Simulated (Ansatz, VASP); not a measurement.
# Ga14Ge17O55: VASP beside Ansatz

Wanted: the spread between two codes on one cell, functional and k mesh. The structure shown is frame 69 of Ansatz's trajectory.

Main program and level: Ansatz 0.2.0; plane waves, with VASP 6.6.1 beside it; single point at PBE.

### Step 1. Starting point

The cell holds 86 atoms: 14 Ga, 17 Ge and 55 O. Cell: a = 10.944 Å, b = 10.944 Å, c = 10.944 Å, α = 90.0°, β = 90.0°, γ = 90.0°. As first built, before any earlier steps moved the atoms (in the runner's words): 86 atoms (14 Fe, 17 Ge, 55 O) placed at random at 3.74 g/cm^3, melted at 5000 K for 10 ps at fixed volume with the Morse and Coulomb pair potential with partial charges (Pedone, Malavasi, Menziani, Cormack and Segre, J. Phys. Chem. B 110, 11780 (2006)). Quenched from 5000 K to 300 K at 100 K/ps and fixed volume, held 5 ps, then minimised at fixed cell. Then Fe was replaced by Ga and the cell scaled by 1.006 (the potential has no terms for the new elements, so the cell is a start for a DFT relaxation).

### Step 2. Ansatz: dynamics, PBE

Ansatz runs on its default PAW (the set named soft_2) files.

One frame of this run of dynamics is then solved in both programs, so the motion causes no difference.

The input, input.yaml:

```yaml
crystal:
  lattice:
    - [10.94387, 0.0, 0.0]
    - [0.0, 10.94387, 0.0]
    - [0.0, 0.0, 10.94387]
  atoms:
    - { symbol: Ga, position: [0.08249, 0.75111, 0.97763] }
    - { symbol: Ga, position: [0.80927, 0.3933, 0.03783] }
    - { symbol: Ga, position: [0.9255, 0.9024, 0.19581] }
    - { symbol: Ga, position: [0.24964, 0.55693, 0.84363] }
    - { symbol: Ga, position: [0.38336, 0.12706, 0.03877] }
    - { symbol: Ga, position: [0.20319, 0.92734, 0.22745] }
    - { symbol: Ga, position: [0.5902, 0.54837, 0.12408] }
    - { symbol: Ga, position: [0.8177, 0.89494, 0.86096] }
    - { symbol: Ga, position: [0.52237, 0.74488, 0.86851] }
    - { symbol: Ga, position: [0.34782, 0.74288, 0.07003] }
    - { symbol: Ga, position: [0.42489, 0.93433, 0.3246] }
    - { symbol: Ga, position: [0.7925, 0.69346, 0.02033] }
    - { symbol: Ga, position: [0.64974, 0.80404, 0.36128] }
    - { symbol: Ga, position: [0.59086, 0.25105, 0.966] }
    - { symbol: Ge, position: [0.93362, 0.59187, 0.81224] }
    - { symbol: Ge, position: [0.1313, 0.30048, 0.98815] }
    - { symbol: Ge, position: [0.79169, 0.18215, 0.27558] }
    - { symbol: Ge, position: [0.49315, 0.28981, 0.27485] }
    - { symbol: Ge, position: [0.38695, 0.08999, 0.7544] }
    - { symbol: Ge, position: [0.15475, 0.99853, 0.96787] }
    - { symbol: Ge, position: [0.61104, 0.94168, 0.08573] }
    - { symbol: Ge, position: [0.86234, 0.62262, 0.27721] }
    - { symbol: Ge, position: [0.82621, 0.66637, 0.55327] }
    - { symbol: Ge, position: [0.57359, 0.86591, 0.63134] }
    - { symbol: Ge, position: [0.8773, 0.20205, 0.81744] }
    - { symbol: Ge, position: [0.98457, 0.15432, 0.52509] }
    - { symbol: Ge, position: [0.33563, 0.68879, 0.58444] }
    - { symbol: Ge, position: [0.4207, 0.59204, 0.30112] }
    - { symbol: Ge, position: [0.27762, 0.15693, 0.46827] }
    - { symbol: Ge, position: [0.14449, 0.52477, 0.19347] }
    - { symbol: Ge, position: [0.07679, 0.85218, 0.49138] }
    - { symbol: O, position: [0.8903, 0.50888, 0.93782] }
    - { symbol: O, position: [0.21388, 0.78907, 0.54651] }
    - { symbol: O, position: [0.00879, 0.57202, 0.26035] }
    - { symbol: O, position: [0.82627, 0.05591, 0.83074] }
    - { symbol: O, position: [0.95812, 0.75411, 0.53518] }
    - { symbol: O, position: [0.86149, 0.5747, 0.6767] }
    - { symbol: O, position: [0.20148, 0.15685, 0.00667] }
    - { symbol: O, position: [0.02297, 0.99682, 0.53676] }
    - { symbol: O, position: [0.33247, 0.79668, 0.25123] }
    - { symbol: O, position: [0.08337, 0.63208, 0.8395] }
    - { symbol: O, position: [0.52849, 0.89874, 0.47189] }
    - { symbol: O, position: [0.7782, 0.57024, 0.15336] }
    - { symbol: O, position: [0.75521, 0.27919, 0.88565] }
    - { symbol: O, position: [0.74223, 0.87228, 0.03013] }
    - { symbol: O, position: [0.26638, 0.53241, 0.2907] }
    - { symbol: O, position: [0.06836, 0.99452, 0.12187] }
    - { symbol: O, position: [0.93384, 0.20848, 0.66734] }
    - { symbol: O, position: [0.21357, 0.39698, 0.89662] }
    - { symbol: O, position: [0.65553, 0.83873, 0.77695] }
    - { symbol: O, position: [0.44801, 0.18745, 0.86789] }
    - { symbol: O, position: [0.36065, 0.67904, 0.89853] }
    - { symbol: O, position: [0.06969, 0.86282, 0.32989] }
    - { symbol: O, position: [0.281, 0.01487, 0.85115] }
    - { symbol: O, position: [0.94866, 0.75648, 0.08955] }
    - { symbol: O, position: [0.83916, 0.28733, 0.16772] }
    - { symbol: O, position: [0.03811, 0.91668, 0.89466] }
    - { symbol: O, position: [0.50239, 0.99822, 0.69832] }
    - { symbol: O, position: [0.32019, 0.14389, 0.62139] }
    - { symbol: O, position: [0.63476, 0.21721, 0.2912] }
    - { symbol: O, position: [0.86888, 0.72956, 0.86039] }
    - { symbol: O, position: [0.57567, 0.67374, 0.27725] }
    - { symbol: O, position: [0.70384, 0.77144, 0.54896] }
    - { symbol: O, position: [0.1175, 0.38636, 0.11928] }
    - { symbol: O, position: [0.21998, 0.86059, 0.03175] }
    - { symbol: O, position: [0.58196, 0.92047, 0.23811] }
    - { symbol: O, position: [0.6308, 0.39686, 0.05081] }
    - { symbol: O, position: [0.28398, 0.57309, 0.67385] }
    - { symbol: O, position: [0.50641, 0.44629, 0.2909] }
    - { symbol: O, position: [0.35211, 0.02086, 0.16917] }
    - { symbol: O, position: [0.45821, 0.75644, 0.66989] }
    - { symbol: O, position: [0.40952, 0.64623, 0.45225] }
    - { symbol: O, position: [0.99633, 0.25316, 0.91445] }
    - { symbol: O, position: [0.81792, 0.03632, 0.22088] }
    - { symbol: O, position: [0.12673, 0.20526, 0.4729] }
    - { symbol: O, position: [0.17269, 0.62812, 0.07481] }
    - { symbol: O, position: [0.49619, 0.85597, 0.01303] }
    - { symbol: O, position: [0.42518, 0.59983, 0.12876] }
    - { symbol: O, position: [0.81502, 0.77804, 0.28913] }
    - { symbol: O, position: [0.80937, 0.5845, 0.42027] }
    - { symbol: O, position: [0.27583, 0.01143, 0.39692] }
    - { symbol: O, position: [0.87371, 0.17834, 0.41362] }
    - { symbol: O, position: [0.58736, 0.08782, 0.03728] }
    - { symbol: O, position: [0.38978, 0.22714, 0.37994] }
    - { symbol: O, position: [0.43661, 0.26314, 0.12857] }
    - { symbol: O, position: [0.63233, 0.64536, 0.96859] }
kpoints:
  mp_grid: { grid: [1, 1, 1] }
hamiltonian:
  xc: pbe
scf:
  occupations: { method: fixed }
output:
  forces: true
  stress: true
md:
  timestep: 1.0
  n_steps: 206
  ensemble: nvt_nose_hoover
  temperature: 300
  initial_velocities: maxwell_boltzmann
  seed: 8838
```

The run is started by

```console
ansatz run input.yaml --threads 4 --pin off --max-ram 8192MiB --backend cpu --events-out ev --progress --plain --runs-dir out
```

Numbers of over 12 decimals in the logs are rounded to 6 here.

The log of the run:

```text
Warning: md: disabling space-group detection — thermal motion breaks the input geometry's symmetry, so no spatial operation reduces the k-mesh or symmetrises the density; time reversal is kept, so that k and −k are solved as one point where they differ and the mesh holds both, and exact exchange and, on two spinor components, a DFT+U term hold to it where the run has them: on two components no moment then forms, and  [...]
Warning: output.stress: scf.convergence.dr2_threshold = 8.6e-8 eV (the default of an md: trajectory) is looser than the 8.6e-9 eV advised for a printed stress (1e-10 eV for each atom of the cell: 86). What an SCF threshold leaves in a stress goes as its square root, and in the free energy as the threshold itself, and one threshold admits the most on a small cell: [figures from the program's tests cut] Set scf.converg [...]
Engine: ansatz 0.2.0, aarch64-unknown-linux-gnu
Pseudopotentials: kind: paw
Pseudopotential: Ga, paw, valence charge 13, recommended cutoff 420 eV (normal), Ga.paw.azcp
Pseudopotential: Ge, paw, valence charge 14, recommended cutoff 420 eV (normal), Ge.paw.azcp
Pseudopotential: O, paw, valence charge 6, recommended cutoff 420 eV (normal), O.paw.azcp
Functional definition: PBE
  parameter kappa = 0.804
  parameter beta = 0.066725
  exchange = pbe_x(kappa = kappa, mu = beta*pi^2/3)
  correlation = pbe_c(beta = beta)
Crystal: 86 atoms, lattice volume = 1310.729 Å³
Basis set: ecut = 420 eV, 25677 PW (Γ), exchange–correlation on 150×150×150 points (8 copies of the dense FFT grid, shifted against one another)
Bands: 461, of which v1, the nominal top of the filled ones, is band 375 counted from 1 (374 counted from 0)
Symmetry: 1 space group operations
k-points: 1
Non-local potential: Ga, projectors of the file, l = 0: 2, l = 1: 2, l = 2: 3, l = 3: 1
Non-local potential: Ge, projectors of the file, l = 0: 2, l = 1: 2, l = 2: 3, l = 3: 1
Non-local potential: O, projectors of the file, l = 0: 2, l = 1: 2, l = 2: 1
PAW form: soft (Blöchl's): semilocal exchange-correlation on the pseudo side does not see the compensation charge
PAW one-centre angular grid: Ga, 590 points (default); XC on 64 Gauss nodes
PAW one-centre angular grid: Ge, 590 points (default); XC on 64 Gauss nodes
PAW one-centre angular grid: O, 110 points (default); XC on 64 Gauss nodes
Initial density: superposition of atomic densities (neutral atoms: chi_scale 0, normalization atom), corrected by the library's trained network
Initial wavefunctions: pseudopotential atomic-orbital guess
Functional: x = pbe(κ = 0.804, μ = 0.219515), c = pbe(β = 0.066725)
SCF iter   1: F=—  HF=-157176.102370 eV  |F-HF|=—  |Δ(HF+E_count)|=         —  Δρ=2.82e-3  dr2=9.63e-2  ethr=1.77e-3  ⟨swp⟩=5.0  Hψ=1459  notcnv=0  defer=84
preconditioner: auto → Resta (q_TF=auto, 2.486 Å⁻¹)  ε∞=3.2  [insulator: Δε(μ)=1.319 eV  Ē_g=19.114 eV  n_scr=340 (ndim 8)  ℏωp=28.1 eV  f_vac=0.267  ε∞_Penn≈3.2  vacuum switching on, ρ_ref=2.6e-2 e/Å³]
SCF iter   2: F=—  HF=-157176.101822 eV  |F-HF|=—  |Δ(HF+E_count)|=   5.47e-4  Δρ=1.56e-3  dr2=1.85e-2  ethr=1.28e-5  ⟨swp⟩=2.0  Hψ=792  notcnv=0  defer=84
SCF iter   3: F=—  HF=-157176.103428 eV  |F-HF|=—  |Δ(HF+E_count)|=   1.61e-3  Δρ=6.67e-4  dr2=4.75e-3  ethr=2.46e-6  ⟨swp⟩=2.0  Hψ=644  notcnv=0  defer=84
SCF iter   4: F=—  HF=-157176.104242 eV  |F-HF|=—  |Δ(HF+E_count)|=   8.13e-4  Δρ=1.95e-4  dr2=3.99e-4  ethr=6.33e-7  ⟨swp⟩=2.0  Hψ=644  notcnv=0  defer=84
SCF iter   5: F=—  HF=-157176.104303 eV  |F-HF|=—  |Δ(HF+E_count)|=   6.11e-5  Δρ=9.65e-5  dr2=1.04e-4  ethr=5.33e-8  ⟨swp⟩=2.0  Hψ=665  notcnv=0  defer=80
SCF iter   6: F=—  HF=-157176.104305 eV  |F-HF|=—  |Δ(HF+E_count)|=   1.98e-6  Δρ=2.49e-5  dr2=6.75e-6  ethr=1.39e-8  ⟨swp⟩=2.0  Hψ=642  notcnv=0  defer=79
SCF iter   7: F=—  HF=-157176.102223 eV  |F-HF|=—  |Δ(HF+E_count)|=   2.08e-3  Δρ=1.26e-5  dr2=1.67e-6  ethr=9.00e-10  ⟨swp⟩=2.0  Hψ=836  notcnv=0  defer=79
[...]
md step   197: t =   197.00 fs  T =   357.4 K  F+E_penalty+E_count = -157178.48710667 eV  E_kin = 3.926475 eV  conserved = -157172.81020971 eV  P_inst = -2.6157 GPa  (3 SCF iters)
md step   198: t =   198.00 fs  T =   355.8 K  F+E_penalty+E_count = -157178.47949917 eV  E_kin = 3.908931 eV  conserved = -157172.81012463 eV  P_inst = -2.6327 GPa  (3 SCF iters)
md step   199: t =   199.00 fs  T =   353.3 K  F+E_penalty+E_count = -157178.46217844 eV  E_kin = 3.881738 eV  conserved = -157172.80998425 eV  P_inst = -2.6430 GPa  (3 SCF iters)
md step   200: t =   200.00 fs  T =   350.2 K  F+E_penalty+E_count = -157178.43747057 eV  E_kin = 3.847232 eV  conserved = -157172.80980561 eV  P_inst = -2.6478 GPa  (8 SCF iters)
md step   201: t =   201.00 fs  T =   346.6 K  F+E_penalty+E_count = -157178.40829258 eV  E_kin = 3.808338 eV  conserved = -157172.80960736 eV  P_inst = -2.6482 GPa  (4 SCF iters)
md step   202: t =   202.00 fs  T =   343.0 K  F+E_penalty+E_count = -157178.37786727 eV  E_kin = 3.768272 eV  conserved = -157172.80941213 eV  P_inst = -2.6455 GPa  (3 SCF iters)
md step   203: t =   203.00 fs  T =   339.5 K  F+E_penalty+E_count = -157178.34943648 eV  E_kin = 3.730273 eV  conserved = -157172.80923161 eV  P_inst = -2.6412 GPa  (3 SCF iters)
md step   204: t =   204.00 fs  T =   336.5 K  F+E_penalty+E_count = -157178.32599171 eV  E_kin = 3.697322 eV  conserved = -157172.80907568 eV  P_inst = -2.6365 GPa  (3 SCF iters)
md step   205: t =   205.00 fs  T =   334.2 K  F+E_penalty+E_count = -157178.31004290 eV  E_kin = 3.671904 eV  conserved = -157172.80896115 eV  P_inst = -2.6326 GPa  (3 SCF iters)
[...]
md step   206: t =   206.00 fs  T =   332.7 K  F+E_penalty+E_count = -157178.30344438 eV  E_kin = 3.655850 eV  conserved = -157172.80889422 eV  P_inst = -2.6305 GPa  (8 SCF iters)
SCF converged after 8 iterations
Free energy (F): -157178.303444 eV
Harris-Foulkes:  -157178.303444 eV  (|F-HF|=3.31e-8)
Internal energy: -157178.303444 eV  (E = F + TS)
E sigma→0 (E₀):  -157178.303444 eV
Fermi energy:    3.879986 eV
--- Per-component energies (eV) ---
  E_band       = -6234.573281
  E_kinetic    = 13089.359806
  E_local      = -126061.388775  (includes V_loc(G=0)·N_el)
  E_nonlocal   = 15927.617627
  E_hartree    = 55618.399224
  E_xc         = -6226.730428
  E_vxc        = -6989.104265  (∫ρ·V_xc dr)
  E_paw        = -71114.600446  (= ΣΔE_a)
  E_vpaw       = -13438.002010  (= ΣTr[D̂ρ^β])
  E_aug_tail   = 0.136905  (compensation charges beyond the density's cutoff)
  E_ewald      = -38411.097357
  E_smearing   = -0.000000  (= −TS)
  E_closure    = -0.000000  (closes the sum)
  Σ components = -157178.303444   (vs F -157178.303444, Δ=0.00e0)
--- Forces (eV/Å), atoms counted from 1 ---
  atom   1  Ga     0.48146858    -0.17961720    -1.57425328
  atom   2  Ga    -1.28564707     0.66946634     0.06060071
  atom   3  Ga     0.30849886     0.16623139     0.02280841
  atom   4  Ga    -0.02572659    -1.01888393     0.71917773
  atom   5  Ga     0.37271442     0.32035727     0.17141375
  atom   6  Ga    -1.11782712    -0.36128904    -0.24137260
  atom   7  Ga    -1.66994258    -0.32530367     0.21124929
  atom   8  Ga     0.79274383    -1.20443226     0.34629639
  atom   9  Ga     0.30116159    -0.38068044    -0.58515552
  atom  10  Ga     1.11559831     0.19576376     0.24584351
  atom  11  Ga     1.07331045    -0.83225841    -0.46827522
  atom  12  Ga     0.18628184     0.14001212    -0.36702680
  atom  13  Ga    -0.12175778    -0.59408246    -0.38543278
  atom  14  Ga     0.66627038     0.97888039     0.60333408
  atom  15  Ge    -0.69335998     0.16781791    -1.35381937
  atom  16  Ge     0.27039366    -0.22769594    -0.44436488
  atom  17  Ge     0.24407746     0.17219981    -0.51444819
  atom  18  Ge     1.31541541     2.09063455     0.62931536
  atom  19  Ge     1.92232148     1.14077803    -2.15585308
  atom  20  Ge    -0.49442870     0.08346545    -0.14969476
  atom  21  Ge     0.76183482    -2.00339344     0.61840872
  atom  22  Ge    -1.67910909    -1.16032014     1.57946542
  atom  23  Ge    -0.60578941    -1.28474095     0.52828253
  atom  24  Ge     0.01043705     1.14646093    -0.00998263
[...]
atom  79  O      0.47520508    -0.11319911    -0.48898168
  atom  80  O      0.66882097     1.59553138    -0.79277769
  atom  81  O     -0.63438062     0.35449373     0.39052792
  atom  82  O      1.31424216    -0.70432011     0.89884465
  atom  83  O     -0.34318646     2.10301782    -1.13568410
  atom  84  O     -0.68241656    -0.40521285    -0.13840007
  atom  85  O     -0.68142851     0.07474291    -0.88999489
  atom  86  O     -0.49493643    -0.39190833     0.20756092
  max |Σ_I F_I| component: 1.35e-4 eV/Å
--- Stress (GPa, compression-positive) ---
       -1.922169       0.917135      -0.247257
        0.917135      -3.015436      -0.679093
       -0.247257      -0.679093      -3.858212
  P = ⅓ Tr σ = -2.9319 GPa (-29.319 kbar)
--- MD trajectory: 206 steps, t = 0.0 → 206.0 fs ---
  final state: T = 332.7 K   F+E_penalty+E_count = -157178.30344438 eV   E_kin = 3.655850 eV
  conserved energy: peak-to-peak 5.057e-3 eV (5.880e-5 eV/atom) over 206.0 fs
```

In the SCF lines HF is the Harris–Foulkes energy and dr2 the Hartree energy of the density residual, in eV; the loop may stop once dr2 is under the threshold and the program's other checks hold. Hψ counts applications of the Hamiltonian.

(Continued in part 2 of 2.)

[Lines on the potential files, build, host, timing and source positions are cut from VASP's logs without a mark.]

[Logs are printed without paths, hosts, clocks, repeated set-up lines and the standing remarks that a program may print on its own settings, such as how far it seeks lower states.]

[Hosts, paths, dates, database ids (printed as entryN), source tags and the programs' standing remarks are cut or masked in the printed files.]
